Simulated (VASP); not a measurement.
An input for Ansatz (written as the equivalent of a VASP run, and not itself run):

Ansatz 0.2 input:
```yaml
crystal:
  lattice:
    - [2.8913440, 0.0000000, 0.0000000]
    - [0.0000000, 2.8913440, 0.0000000]
    - [0.0000000, 0.0000000, 2.8913440]
  atoms:
    - { symbol: Zn, position: [0.5000000, 0.5000000, 0.5000000] }
    - { symbol: Cu, position: [0.0000000, 0.0000000, 0.0000000] }
kpoints:
  mp_grid: { grid: [8, 8, 8] }
hamiltonian:
  xc: pbe
  pseudopotentials: { kind: paw }
scf:
  occupations: { method: gaussian, width: 0.1 }
  max_iter: 100
output: { forces: true, stress: true, eigenvalues: true }
```

### Question
Translate this input to VASP (INCAR, KPOINTS, POSCAR, choice of POTCAR).

### Answer
This is not unique; one that fits is 
**KPOINTS**
```
kpoints
0
Gamma
 8 8 8
0 0 0
```

### INCAR
```
SYSTEM = ZnCu
PREC = Accurate
ENCUT = 300
EDIFF = 1E-6
NELM = 100
ALGO = Normal
LREAL = .FALSE.
LASPH = .TRUE.
ISMEAR = 0
SIGMA = 0.1
GGA = PE
LMAXMIX = 4
LWAVE = .FALSE.
LCHARG = .FALSE.
ISIF = 2
```

File POSCAR:
```
ZnCu
1
    2.8913440000     0.0000000000     0.0000000000
    0.0000000000     2.8913440000     0.0000000000
    0.0000000000     0.0000000000     2.8913440000
Zn Cu
1 1
Direct
  0.5000000000   0.5000000000   0.5000000000
  0.0000000000   0.0000000000   0.0000000000
```

POTCAR, in this order: Zn Cu (PBE.64 set). Program: vasp_std.

The two are equivalent in intent, not identical: each code has its own PAW files, so the cut-off isn't converted (ENCUT is set for VASP's; basis.ecutwfc is left out, and Ansatz then takes the one that its files recommend); Ansatz stops its SCF on the density residual and VASP on the energy change (EDIFF).

The structure comes from a computed database's ZnCu entry; how it stands against other phases isn't given here. The cell was not relaxed at this level.
